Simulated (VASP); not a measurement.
Here is the system:

```xyz
6
Lattice="3.0516 0.0000 0.0000 0.0000 3.0516 0.0000 0.0000 0.0000 7.7207" Properties=species:S:1:pos:R:3 pbc="T T T"
Ta     0.0000     1.5258     5.1247
Ta     1.5258     3.0516     2.5961
Mo     1.5258     3.0516     6.9733
Mo     3.0516     1.5258     0.7475
N      0.0000     1.5258     2.8947
N      1.5258     3.0516     4.8261
```

All values below come from LDA (Ceperley-Alder, Perdew-Zunger), VASP's LDA PAW potentials (set 64) (plane waves; VASP). Numerical set-up: 520 eV cut-off, 11×11×5 Γ-centred mesh, tetrahedra with Blöchl corrections, potentials Ta_pv Mo_sv N.

The cores are frozen, which limits the accuracy of field gradients.

Question: Give the principal components of the electric field gradient (V/Å²) and the asymmetry η at each nucleus.

Answer: 
| atom | Vxx | Vyy | Vzz | η |
|---|---|---|---|---|
| Ta1 | -35.0 | -35.0 | 70.0 | 0.00 |
| Ta2 | -35.0 | -35.0 | 70.0 | 0.00 |
| Mo3 | -21.1 | -21.1 | 42.1 | 0.00 |
| Mo4 | -21.1 | -21.1 | 42.1 | 0.00 |
| N5 | -5.1 | -5.1 | 10.3 | 0.00 |
| N6 | -5.1 | -5.1 | 10.3 | 0.00 |

The structure comes from a computed database's TaMoN entry (P4/nmm); how it stands against other phases isn't given here. It was relaxed first.
